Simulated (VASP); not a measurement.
Input of a VASP 6.6.1 run:

INCAR

```
ALGO     = Fast           # electronic algorithm
EDIFF    = 1E-6           # SCF threshold, eV
ENCUT    = 300            # plane-wave cutoff, eV
GGA      = PS             # functional
ISIF     = 2              # what is computed and relaxed
ISMEAR   = 1              # smearing method
KPAR     = 4            
LASPH    = True           # aspherical terms in the spheres
LCHARG   = False          # write CHGCAR
LREAL    = False          # projectors in reciprocal space
LWAVE    = False          # write WAVECAR
NBANDS   = 21             # bands
NELM     = 120            # most SCF steps
PREC     = Accurate       # precision mode
SIGMA    = 0.1            # smearing width, eV
```

KPOINTS

```
k-points
0
Gamma
  18 18 10
```

The input POSCAR:

```
Ru                                      
1.0
    2.7189980579     -0.0000000000      0.0000000000
   -1.3594990290      2.3547213910     -0.0000000000
   -0.0000000000      0.0000000000      4.2967676148
  Ru            
     2
Direct
     0.3333333332999970    0.6666666667000030    0.2500000000000000
     0.6666666667000030    0.3333333332999970    0.7500000000000000
```

Potentials or basis: VASP PAW PBE potentials, release 64 (Ru_pv).

Run with:

```sh
$ cat potpaw_PBE.64/Ru_pv/POTCAR > POTCAR
$ mpirun -np 4 vasp_std > vasp.out
```

**Question.** What does it give for the pressure?

**Answer.** -11.2 GPa.

**Question.** Predict the band gap on the k mesh.

**Answer.** None (metal or under the smearing width).

Stress tensor (GPa, compression positive):
```
-11.11   0.00   0.00
  0.00 -11.11   0.00
  0.00   0.00 -11.40
```

Caveat: the PAW data sets were made with another functional, which shifts forces and pressure a little.
